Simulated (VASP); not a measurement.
Write the native input for VASP 6.6.1 that does the following.

* Task: atomic charges
* Functional: PBE
* Dispersion: D3
* Potentials or basis: VASP PAW PBE potentials, release 54 (Be, Al)
* Cutoff: 520 eV
* k mesh: 11 × 11 × 7
* Occupations: fermi-dirac, width 0.05 eV
* Spin: no spin polarisation
* Further INCAR settings: ALGO = Normal; EDIFF = 1e-06

The structure of BeAl lies in POSCAR:

```
BeAl
1.0
    2.7443050000     -0.0195250000     -0.0166440000
   -1.3890620000      2.3278880000      0.0139040000
   -0.0246310000      0.0095380000      4.0359160000
Be Al
1 1
Direct
    0.0000000000      0.0000000000      0.0000000000
    0.3333300000      0.6666700000      0.5000000000
```

The cell was built by a generator and needn't be a form met in nature.

The cell isn't the ideal one: cell strained at random at fixed volume.

One way to write it, as run:

INCAR

```
PREC = Accurate
ENCUT = 520
EDIFF = 1E-6
ISMEAR = -1
SIGMA = 0.05
LREAL = False
LASPH = True
NELM = 60
ALGO = Normal
ISIF = 2
LWAVE = False
LCHARG = False
GGA = PE
IVDW = 11
LORBIT = 10
```

KPOINTS

```
Automatic mesh
0
Gamma
  11 11 7
```

Potentials or basis: VASP PAW PBE potentials, release 54 (Be, Al).

The run is started by

```bash
$ cat potpaw_PBE.54/Be/POTCAR potpaw_PBE.54/Al/POTCAR > POTCAR
$ mpirun -np 1 vasp_std > vasp.out
```

It gave:

| Property | Result |
| --- | --- |
| Pressure | -3.0 GPa |
| Band gap on the k mesh | none (metal or under the smearing width) |
| Valence electrons inside the program's atomic spheres | Be 0.90; Al 0.81 |
| Dispersion energy per atom | -0.209 eV |

Caveat: pairwise dispersion overbinds metals, which lowers pressure and volume.

Wall time 23 s on 1 thread of Intel(R) Xeon(R) 6975P-C (Granite Rapids) (shared host), peak memory 0.21 GiB.
